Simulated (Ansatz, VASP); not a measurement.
# AlNi in two plane-wave programs

One calculation is typed for both programs; each brings its own data sets. How far apart do they land? The cell is taken from a series of runs on this material, whose earlier steps may have relaxed, scaled, displaced or heated it; both programs get it as it stands.

Method: plane waves, with VASP 6.6.1 beside it; relaxation of cell and atoms at LDA, in Ansatz 0.2.0.

## Step 1: Starting point

The structure is cubic, space group Pm-3m (No. 221). The conventional cell has a = 2.831 Å, b = 2.831 Å, c = 2.831 Å, α = 90.00°, β = 90.00°, γ = 90.00°. Al has 8 Ni at 2.45 Å nearest. Nearest to Ni lie 8 Al at 2.45 Å. Farther neighbours are not listed.

Coordinates:

```cif
data_structure
_symmetry_space_group_name_H-M 'P 1'
_symmetry_Int_Tables_number 1
_cell_length_a 2.8315
_cell_length_b 2.8315
_cell_length_c 2.8315
_cell_angle_alpha 90.000
_cell_angle_beta 90.000
_cell_angle_gamma 90.000
_cell_volume 22.70
loop_
_atom_site_label
_atom_site_type_symbol
_atom_site_fract_x
_atom_site_fract_y
_atom_site_fract_z
_atom_site_occupancy
Al1 Al 0.00000 0.00000 0.00000 1
Ni2 Ni 0.50000 0.50000 0.50000 1
```

## Step 2: Ansatz: relaxation of cell and atoms, LDA

Ansatz runs on its PAW soft_1 files.

The relaxed volume is the usual yardstick between codes: in a stiff, nearly cubic crystal its relative difference is about their pressure difference at one cell divided by the bulk modulus.

The input, input.yaml:

```yaml
crystal:
  lattice:
    - [2.8314583044, 0.0, 0.0]
    - [0.0, 2.8314583044, 0.0]
    - [0.0, 0.0, 2.8314583044]
  atoms:
    - { symbol: Al, position: [0.0, 0.0, 0.0] }
    - { symbol: Ni, position: [0.5, 0.5, 0.5] }
kpoints:
  mp_grid: { grid: [14, 14, 14] }
hamiltonian:
  xc: lda
  pseudopotentials: { kind: paw, azcp: { folder: soft_1 }, xc_functional: pbe }
scf:
  occupations: { method: gaussian, width: 0.1 }
output:
  forces: true
  stress: true
  eigenvalues: true
  write_density: true
  write_potential: true
  elf: true
  volumetric_format: npy
relax:
  adjacent_minimum: "off"
  f_tol: 0.005
  max_steps: 80
  cell: { stress_tol: 0.05 }
```

On the command line:

```
$ ansatz run input.yaml --threads 4 --pin off --max-ram 10240MiB --backend cpu --events-out ev --progress --plain --runs-dir out
```

Numbers of over 12 decimals in the logs are rounded to 6 here.

The program printed:

```text
Engine: ansatz 0.2.0, aarch64-unknown-linux-gnu
Pseudopotentials: kind: paw
Pseudopotential: Al, paw, valence charge 3, recommended cutoff 420 eV (normal), soft_1/Al.paw.azcp
Pseudopotential: Ni, paw, valence charge 18, recommended cutoff 420 eV (normal), soft_1/Ni.paw.azcp
Functional definition: SPW92
  exchange = slater_x
  correlation = pw_c
Crystal: 2 atoms, lattice volume = 22.700 Å³
Basis set: ecut = 420 eV, 461 PW (Γ)
Bands: 15, of which v1, the nominal top of the filled ones, is band 11 counted from 1 (10 counted from 0)
Symmetry: 48 space group operations
Space group: Pm-3m (ITA 221), of the structure as read, at distance tolerance 2.8e-5 Å
k-points: 120 of 2744
Non-local potential: Al, projectors of the file, l = 0: 2, l = 1: 2, l = 2: 1
Non-local potential: Ni, projectors of the file, l = 0: 3, l = 1: 2, l = 2: 3, l = 3: 1
PAW form: soft (Blöchl's): semilocal exchange-correlation on the pseudo side does not see the compensation charge
PAW frozen core: Al, regenerated for the run's functional, and the local potential with it (the file was generated under x = pbe(κ = 0.804, μ = 0.219515), c = pbe(β = 0.066725))
PAW frozen core: Ni, regenerated for the run's functional, and the local potential with it (the file was generated under x = pbe(κ = 0.804, μ = 0.219515), c = pbe(β = 0.066725))
PAW one-centre angular grid: Al, 110 points (default); XC on 64 Gauss nodes
PAW one-centre angular grid: Ni, 590 points (default); XC on 64 Gauss nodes
Initial density: superposition of atomic densities (chi_scale 0.1, normalization cell, long waves kept (reshape's long-wave potential 0.00 eV rms))
Initial wavefunctions: pseudopotential atomic-orbital guess
Functional: x = slater, c = lda
SCF iter   1: F=—  HF=-6288.056475 eV  |F-HF|=—  |Δ(HF+E_count)|=         —  Δρ=7.26e-2  dr2=1.29e0  ethr=3.10e-3  ⟨swp⟩=4.1  Hψ=8015  notcnv=0
preconditioner: auto → none  [metal: Δε(μ)=0.058 eV  Ē_g=10.530 eV  σ=0.100 eV  W_gap=0.31  n_scr=6 (ndim 8)  ℏωp=28.1 eV  f_vac=0.000  D(μ)=0.84/eV (n_scr^D=6)  sad-step TF]
SCF iter   2: F=—  HF=-6287.883647 eV  |F-HF|=—  |Δ(HF+E_count)|=   1.73e-1  Δρ=5.70e-2  dr2=8.20e-1  ethr=3.10e-3  ⟨swp⟩=2.0  Hψ=3228  notcnv=0  defer=52
SCF iter   3: F=—  HF=-6287.686678 eV  |F-HF|=—  |Δ(HF+E_count)|=   1.97e-1  Δρ=1.66e-2  dr2=6.40e-2  ethr=3.10e-3  ⟨swp⟩=2.0  Hψ=2300  notcnv=0  defer=52
SCF iter   4: F=—  HF=-6287.674569 eV  |F-HF|=—  |Δ(HF+E_count)|=   1.21e-2  Δρ=4.58e-3  dr2=2.64e-3  ethr=3.05e-4  ⟨swp⟩=2.0  Hψ=3200  notcnv=0  defer=50
SCF iter   5: F=—  HF=-6287.674554 eV  |F-HF|=—  |Δ(HF+E_count)|=   1.44e-5  Δρ=1.68e-3  dr2=2.98e-4  ethr=1.26e-5  ⟨swp⟩=2.2  Hψ=2429  notcnv=0  defer=50
SCF iter   6: F=—  HF=-6287.674467 eV  |F-HF|=—  |Δ(HF+E_count)|=   8.69e-5  Δρ=4.57e-4  dr2=2.31e-5  ethr=1.42e-6  ⟨swp⟩=2.4  Hψ=2615  notcnv=0  defer=50
SCF iter   7: F=—  HF=-6287.674481 eV  |F-HF|=—  |Δ(HF+E_count)|=   1.30e-5  Δρ=6.05e-5  dr2=4.24e-7  ethr=1.10e-7  ⟨swp⟩=2.2  Hψ=2474  notcnv=0  defer=50
SCF iter   8: F=-6287.674480 eV  HF=-6287.674480 eV  |F-HF|=2.97e-9  |Δ(HF+E_count)|=   9.21e-8  Δρ=4.40e-6  dr2=2.55e-9  ethr=4.76e-10  ⟨swp⟩=9.4  Hψ=11917  notcnv=0
SCF 1 converged in 8 iterations: F = -6287.674480 eV  dr2 = 2.55e-9
  greatest PAW one-centre occupation: 1.001 electrons in one spin orbital (limit 2), on the Ni atom at site 1 (counted from 0), in its partial waves of l = 1
relax step   1: F+E_penalty+E_count = -6287.67448041 eV  Δ(F+E_penalty+E_count) = +0.000e0 eV  max|allowed force component| = 9.032e-29 eV/Å  Δτ_max = 0.0000 Å  P = +0.159 GPa  Ω = 22.700 Å³  (8 SCF iters, dr2 threshold 1.00e-7 eV, accepted)
[...]
relax step   2: F+E_penalty+E_count = -6287.67448476 eV  Δ(F+E_penalty+E_count) = -4.353e-6 eV  max|allowed force component| = 8.835e-29 eV/Å  Δτ_max = 0.0000 Å  P = +0.070 GPa  Ω = 22.711 Å³  energy of the carried Pulay correction = -3.378e-6 eV  (6 SCF iters, accepted)
[...]
relax step   3: F+E_penalty+E_count = -6287.67448397 eV  Δ(F+E_penalty+E_count) = +7.874e-7 eV  max|allowed force component| = 5.193e-30 eV/Å  Δτ_max = 0.0000 Å  P = +0.000 GPa  Ω = 22.720 Å³  energy of the carried Pulay correction = -6.023e-6 eV  (6 SCF iters, accepted)
[...]
relax step   4: F+E_penalty+E_count = -6287.67449129 eV  Δ(F+E_penalty+E_count) = -7.318e-6 eV  max|allowed force component| = 5.358e-30 eV/Å  Δτ_max = 0.0000 Å  P = +0.001 GPa  Ω = 22.720 Å³  stress off target by 9.52e-4 GPa  SCF on the basis re-selected at this cell (its energy is not comparable with the rows above)  (8 SCF iters)
basis re-selected at this cell: Δ(F+E_penalty+E_count) = -7.318e-6 eV, ΔP = +0.001 GPa vs the last step (what re-selecting the basis moved, of the pressure what is left beyond the Pulay correction that the steps carried, after the strain that the cell walked since its last selection, with what the two solves' SCF thresholds leave and, on support functions, any second-order correction that the steps lacked; it is no m [...]
SCF converged after 8 iterations
Free energy (F): -6287.674491 eV
Harris-Foulkes:  -6287.674491 eV  (|F-HF|=0.00e0)
Internal energy: -6287.669568 eV  (E = F + TS)
E sigma→0 (E₀):  -6287.672030 eV
Entropy (-TS):   -0.004924 eV (-2.462 meV/atom)
Fermi energy:    14.396770 eV
--- Per-component energies (eV) ---
  E_band       = -326.345885
  E_kinetic    = 370.921226
  E_local      = -3680.344530  (includes V_loc(G=0)·N_el)
  E_nonlocal   = -101.800358
  E_hartree    = 1935.068344
  E_xc         = -152.422597
  E_vxc        = -178.679931  (∫ρ·V_xc dr)
  E_paw        = -2037.610207  (= ΣΔE_a)
  E_vpaw       = -606.579915  (= ΣTr[D̂ρ^β])
  E_aug_tail   = 0.000936  (compensation charges beyond the density's cutoff)
  E_ewald      = -2621.972219
  E_core_change = 0.489838  (= ΣΔE_core)
  E_smearing   = -0.004924  (= −TS)
  E_closure    = 0.000000  (closes the sum)
  Σ components = -6287.674491   (vs F -6287.674491, Δ=0.00e0)
--- Forces (eV/Å), atoms counted from 1 ---
  atom   1  Al     0.00000000     0.00000000     0.00000000
  atom   2  Ni     0.00000000    -0.00000000    -0.00000000
  max |Σ_I F_I| component: 1.03e-29 eV/Å
--- Stress (GPa, compression-positive) ---
        0.000952      -0.000000      -0.000000
       -0.000000       0.000952       0.000000
       -0.000000       0.000000       0.000952
  P = ⅓ Tr σ = 0.0010 GPa (0.010 kbar)
--- Band table (eV; the first three rows and the last of 120) ---
  k-point 0: bands = [... 7 lower, 12.7606, 12.7606, 12.7606, 20.0908, 20.0908, 20.0908, 22.7674, 22.7674]
  k-point 1: bands = [... 7 lower, 12.7165, 12.7165, 12.7654, 19.0984, 20.2191, 20.2191, 22.7684, 23.6672]
  k-point 2: bands = [... 7 lower, 12.5975, 12.5975, 12.7790, 17.4700, 20.5911, 20.5911, 22.7711, 24.9776]
  k-point 119: bands = [... 7 lower, 13.3652, 13.3652, 16.3681, 16.3681, 16.3681, 18.4721, 19.1532, 19.1532]
--- Relaxed structure (3 steps of the walk, 3 accepted, 1 SCFs on fresh bases) ---
  F+E_penalty+E_count = -6287.67449129 eV   max|allowed force component| = 5.358e-30 eV/Å   (the final SCF, on the basis selected at the relaxed cell)
  cell:  # Å, volume = 22.7195 Å³
    - [2.832260, 0, 0.0]
    - [0, 2.832260, 0]
    - [0.0, 0, 2.832260]
  atoms:
    - { symbol: Al, position: [0, 0, 0] }
    - { symbol: Ni, position: [0.5, 0.5, 0.5] }
```

## Step 3: VASP: relaxation of cell and atoms, LDA

The same cell, functional (in two slightly different forms), mesh and smearing now go to VASP, with its own data sets.

Lines of VASP's logs that name or quote its potential files are left out, and so is its time.

The input, INCAR:

```
SYSTEM = AlNi
PREC = Accurate
ENCUT = 600
EDIFF = 1E-07
NELM = 120
ISMEAR = 0
SIGMA = 0.1
LREAL = .FALSE.
ALGO = Normal
GGA = CA
NBANDS = 12
LASPH = .TRUE.
LORBIT = 11
LWAVE = .FALSE.
LCHARG = .FALSE.
ISIF = 3
IBRION = 2
NSW = 80
EDIFFG = -0.005
GGA_COMPAT = .FALSE.
NELMIN = 4
KPAR = 2
```

The input, POSCAR:

```
AlNi
1.0
    2.8314580000      0.0000000000      0.0000000000
    0.0000000000      2.8314580000      0.0000000000
    0.0000000000      0.0000000000      2.8314580000
Al Ni
1 1
Direct
    0.0000000000      0.0000000000      0.0000000000
    0.5000000000      0.5000000000      0.5000000000
```

The input, KPOINTS:

```
Automatic mesh
0
Gamma
14 14 14
0 0 0
```

The projector-augmented-wave data sets are Al and Ni (LDA family, release 64).

On the command line:

```
$ mpirun -np 2 vasp_std
```

The program printed:

```text
[banner, memory and clock lines left out]
running    2 mpi-ranks, on    1 nodes
 distrk:  each k-point on    1 cores,    2 groups
 distr:  one band on    1 cores,    1 groups

 POSCAR found type information on POSCAR AlNi
 POSCAR found :  2 types and       2 ions
 LDA part: xc-table for (Slater(with rela. corr.)+CA(PZ))
 , standard interpolation
 POSCAR, INCAR and KPOINTS ok, starting setup
 FFT: planning ... GRIDC
 FFT: planning ... GRID_SOFT
 FFT: planning ... GRID
 WAVECAR not read
 entering main loop
       N       E                     dE             d eps       ncg     rms          rms(c)
DAV:   1     0.451107224443E+02    0.45111E+02   -0.62462E+03  2896   0.130E+03
DAV:   2    -0.117151749255E+02   -0.56826E+02   -0.52457E+02  2936   0.212E+02
DAV:   3    -0.136183299598E+02   -0.19032E+01   -0.18700E+01  3468   0.448E+01
DAV:   4    -0.136440014413E+02   -0.25671E-01   -0.25661E-01  3196   0.465E+00
DAV:   5    -0.136446357126E+02   -0.63427E-03   -0.63425E-03  3480   0.816E-01    0.121E+01
DAV:   6    -0.151428822865E+02   -0.14982E+01   -0.44606E+01  3192   0.109E+02    0.144E+01
DAV:   7    -0.122263672045E+02    0.29165E+01   -0.13482E+01  3200   0.657E+01    0.102E+00
DAV:   8    -0.122129411622E+02    0.13426E-01   -0.26327E-01  3500   0.578E+00    0.102E+00
DAV:   9    -0.121971827616E+02    0.15758E-01   -0.46020E-02  3516   0.322E+00    0.168E-01
DAV:  10    -0.121968182837E+02    0.36448E-03   -0.10588E-03  3488   0.477E-01    0.821E-02
DAV:  11    -0.121968192199E+02   -0.93619E-06   -0.32554E-05  3360   0.496E-02    0.248E-02
DAV:  12    -0.121968185974E+02    0.62247E-06   -0.37679E-06  3624   0.335E-02    0.405E-03
DAV:  13    -0.121968184423E+02    0.15507E-06   -0.44930E-07  2368   0.672E-03    0.174E-03
DAV:  14    -0.121968184460E+02   -0.36889E-08   -0.75530E-08  1780   0.258E-03
   1 F= -.12196818E+02 E0= -.12194375E+02  d E =-.121968E+02
 curvature:   0.00 expect dE= 0.000E+00 dE for cont linesearch  0.000E+00
 trial: gam= 0.00000 g(F)=  0.000E+00 g(S)=  0.370E-03 ort = 0.000E+00 (trialstep = 0.100E+01)
 search vector abs. value=  0.370E-03
 bond charge predicted
       N       E                     dE             d eps       ncg     rms          rms(c)
DAV:   1    -0.122038250844E+02   -0.70066E-02   -0.78966E-02  3148   0.497E+00    0.757E-01
DAV:   2    -0.122101599245E+02   -0.63348E-02   -0.20295E-01  3212   0.730E+00    0.921E-01
DAV:   3    -0.121970586630E+02    0.13101E-01   -0.80042E-02  3192   0.462E+00    0.121E-01
DAV:   4    -0.121968407314E+02    0.21793E-03   -0.62044E-04  3236   0.282E-01    0.109E-02
DAV:   5    -0.121968411172E+02   -0.38584E-06   -0.13460E-05  3640   0.347E-02    0.579E-03
DAV:   6    -0.121968415787E+02   -0.46146E-06   -0.99856E-07  3864   0.887E-03    0.177E-03
DAV:   7    -0.121968415695E+02    0.91379E-08   -0.67297E-08  1672   0.428E-03
   2 F= -.12196842E+02 E0= -.12194395E+02  d E =-.231235E-04
 trial-energy change:   -0.000023  1 .order   -0.000021   -0.000370    0.000329
 step:   0.5347(harm=  0.5299)  dis= 0.00000  next Energy=   -12.196918 (dE=-0.993E-04)
 bond charge predicted
       N       E                     dE             d eps       ncg     rms          rms(c)
DAV:   1    -0.121984411130E+02   -0.15995E-02   -0.17095E-02  3140   0.230E+00    0.356E-01
DAV:   2    -0.121998713645E+02   -0.14303E-02   -0.44807E-02  3208   0.343E+00    0.432E-01
DAV:   3    -0.121969613723E+02    0.29100E-02   -0.17465E-02  3192   0.217E+00    0.523E-02
DAV:   4    -0.121969189135E+02    0.42459E-04   -0.11656E-04  3068   0.105E-01    0.894E-03
DAV:   5    -0.121969183481E+02    0.56538E-06   -0.53106E-06  4332   0.299E-02    0.273E-03
DAV:   6    -0.121969184548E+02   -0.10668E-06   -0.24702E-07  2276   0.475E-03    0.806E-04
DAV:   7    -0.121969184594E+02   -0.46512E-08   -0.30366E-08  1556   0.216E-03
   3 F= -.12196918E+02 E0= -.12194474E+02  d E =-.100013E-03
 curvature:  -0.26 expect dE=-0.578E-10 dE for cont linesearch -0.578E-10
 trial: gam=-0.00077 g(F)=  0.642E-65 g(S)=  0.218E-09 ort = 0.284E-06 (trialstep = 0.907E+00)
 search vector abs. value=  0.100E-09
 reached required accuracy - stopping structural energy minimisation
```

From OUTCAR (step 3):

```text
ion  position               nearest neighbor table
   1  0.000  0.000  0.000-   2 2.45   2 2.45   2 2.45   2 2.45   2 2.45   2 2.45   2 2.45   2 2.45

  LATTYP: Found a simple cubic cell.
 ALAT       =     2.8314580000

 Subroutine GETGRP returns: Found 48 space group operations
 (whereof 48 operations were pure point group operations)

The static configuration has the point symmetry O_h .

 Found    120 irreducible k-points:

   k-points           NKPTS =    120   k-points in BZ     NKDIM =    120   number of bands    NBANDS=     12

   dimension x,y,z NGX =    24 NGY =   24 NGZ =   24
   dimension x,y,z NGXF=    48 NGYF=   48 NGZF=   48

   ENCUT  =  600.0 eV  44.10 Ry    6.64 a.u.   5.66  5.66  5.66*2*pi/ulx,y,z

   NELECT =      13.0000    total number of electrons

 k-points in reciprocal lattice and weights: Automatic mesh
   0.00000000  0.00000000  0.00000000       0.000
   0.07142857  0.00000000  0.00000000       0.002
   0.14285714  0.00000000  0.00000000       0.002
   0.21428571  0.00000000  0.00000000       0.002
   0.28571429  0.00000000  0.00000000       0.002
   0.35714286  0.00000000  0.00000000       0.002
   0.42857143  0.00000000  0.00000000       0.002
   0.50000000  0.00000000  0.00000000       0.001
   0.07142857  0.07142857  0.00000000       0.004
[...]
0.50000000  0.50000000  0.42857143       0.002
   0.50000000  0.50000000  0.50000000       0.000

 average (electrostatic) potential at core
       1 -67.6639       2 -80.9756

 E-fermi :  10.3885

 k-point     1 :       0.0000    0.0000    0.0000
  band No.  band energies     occupation
    ...
      2       6.9266      2.00000
      3       6.9266      2.00000
      4       8.7468      2.00000
      5       8.7468      2.00000
      6       8.7468      2.00000
      7      16.0960      0.00000
      8      16.0960      0.00000
      9      16.0960      0.00000
     10      18.7977      0.00000
     11      18.7977      0.00000
    ...

 k-point     2 :       0.0714    0.0000    0.0000
  band No.  band energies     occupation
    ...
      2       6.9218      2.00000
      3       6.9501      2.00000
      4       8.7032      2.00000
      5       8.7032      2.00000
      6       8.7516      2.00000
      7      15.1038      0.00000
      8      16.2244      0.00000
      9      16.2244      0.00000
     10      18.7993      0.00000
     11      19.6998      0.00000
    ...

 k-point     3 :       0.1429    0.0000    0.0000
  band No.  band energies     occupation
    ...
      2       6.8836      2.00000
      3       7.0167      2.00000
      4       8.5853      2.00000
      5       8.5853      2.00000
      6       8.7649      2.00000
      7      13.4731      0.00000
      8      16.5969      0.00000
      9      16.5969      0.00000
     10      18.8040      0.00000
     11      21.0157      0.00000
    ...

  Total        0.0000549      0.0000549      0.0000549      0.0000000      0.0000000     -0.0000000
  in kB        0.0038655      0.0038655      0.0038655      0.0000000      0.0000000     -0.0000000
  external PRESSURE =       0.0038655 kB  Pullay stress =       0.0000000 kB

  energy-cutoff  :      600.00
  volume of cell :       22.76
      direct lattice vectors                 reciprocal lattice vectors
     2.834070136  0.000000000  0.000000000     0.352849419 -0.000000000  0.000000000
     0.000000000  2.834070136  0.000000000    -0.000000000  0.352849419  0.000000000
    -0.000000000 -0.000000000  2.834070136    -0.000000000 -0.000000000  0.352849419

 POSITION                                       TOTAL-FORCE (eV/Angst)
 -----------------------------------------------------------------------------------
      0.00000      0.00000      0.00000         0.000000      0.000000      0.000000
      1.41704      1.41704      1.41704        -0.000000     -0.000000      0.000000
 -----------------------------------------------------------------------------------
    total drift:                                0.000000      0.000000     -0.000000

  FREE ENERGIE OF THE ION-ELECTRON SYSTEM (eV)
  ---------------------------------------------------
  free  energy   TOTEN  =       -12.1969184594 eV

  energy  without entropy=      -12.1920286941  energy(sigma->0) =      -12.19447358

 reached required accuracy - stopping structural energy minimisation

 total charge
# of ion       s       p       d       tot
------------------------------------------
    1        0.394   0.440   0.000   0.834
    2        0.502   0.559   8.519   9.580
--------------------------------------------------
tot          0.896   1.000   8.519  10.415

[... 3 further parts left out ...]
```

CONTCAR:

```
AlNi
   1.00000000000000
     2.8340701363364422    0.0000000000000000    0.0000000000000000
     0.0000000000000000    2.8340701363364422    0.0000000000000000
    -0.0000000000000000   -0.0000000000000000    2.8340701363364422
  Al              Ni
     1     1
Direct
     0.0000000000000000    0.0000000000000000    0.0000000000000000
     0.5000000000000000    0.5000000000000000    0.5000000000000000
```

This run has no spin polarisation, so a moment on Ni, if there is one, isn't seen. Its electron count is odd, so without a moment it is a metal by construction. The run keeps the 48 symmetry operations of its start, so it cannot find a distortion of lower symmetry.

## Step 4: Comparison

Known differences besides the potentials themselves: the two LDA forms differ slightly; the data sets hold 21 valence electrons in Ansatz (on its PAW soft_1 files) and 13 in VASP; the cutoff is 420 eV in Ansatz and 600 eV in VASP; VASP's log shows a relativistic correction to its local exchange, Ansatz's none; Ansatz adds a Pulay correction to the stress that steers its cell, VASP none. Total energies have different zeros and are not compared.

The two programs side by side:

```csv
quantity,Ansatz,VASP,difference
volume (Å³),22.72,22.76,-0.19 %
"edge a after relaxation, in the typed setting (Å)",2.832,2.834,-0.06 %
```

## Step 5: Summary of results

```yaml
difference_in_volume_relaxation_of_cell_and_atoms_lda: -0.19 %
```

In words: The difference in volume is -0.19 % (relaxation of cell and atoms, LDA), within the 1.2 % picked in this series as the mark of a large difference, as far as the stopping tolerances let one tell. The data sets hold unlike numbers of valence electrons (21 in Ansatz and 13 in VASP), so part of the differences comes from the potentials. 14 further runs of this series are not shown here. How closely two codes agree says nothing of how well the functional describes the real material.

[Lines on the potential files, build, host, timing and source positions are cut from VASP's logs without a mark.]

[Logs are printed without paths, hosts, clocks, repeated set-up lines and the standing remarks that a program may print on its own settings, such as how far it seeks lower states.]

[Hosts, paths, dates, database ids (printed as entryN), source tags and the programs' standing remarks are cut or masked in the printed files.]
